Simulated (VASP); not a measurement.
Crystal: Rh.

```
Rh
1.0
     0.00000    1.90299    1.90299
     1.90299    0.00000    1.90299
     1.90299    1.90299    0.00000
Rh
1
Direct
  0.00000 0.00000 0.00000
```

- Program: VASP 6.6.1
- Task: relaxation of cell and atoms
- Functional: PBEsol
- Potentials or basis: VASP PAW PBE potentials, release 64 (Rh_pv)
- Cutoff: 600 eV
- k mesh: 18 × 18 × 18
- Occupations: gaussian, width 0.1 eV
- Spin: no spin polarisation

At the start: pressure -6.0 GPa; volume 13.78 Å³/atom.

Q: How do energy, volume and symmetry change on relaxing?

A: Over 4 steps the energy falls by 5.5 meV/atom and the volume is 13.49 Å³/atom (-2.1 %); space group Fm-3m (No. 225, to 0.05 Å).

Step by step:
| step | energy change (eV) | largest force (eV/Å) | pressure (GPa) | volume (Å³) |
| --- | --- | --- | --- | --- |
| 1 | 0.0000 | 0.0000 | -5.97 | 13.78 |
| 2 | 0.0332 | 0.0000 | 18.45 | 12.78 |
| 3 | -0.0055 | 0.0000 | -0.12 | 13.50 |
| 4 | -0.0055 | 0.0000 | 0.00 | 13.49 |

Final structure:
```yaml
crystal:
  lattice:
    - [0.00000, 1.88961, 1.88961]
    - [1.88961, 0.00000, 1.88961]
    - [1.88961, 1.88961, 0.00000]
  atoms:
    - { symbol: Rh, position: [0.00000, 0.00000, 0.00000] }
```

Caveat: the PAW data sets were made with another functional, which shifts forces and pressure a little.
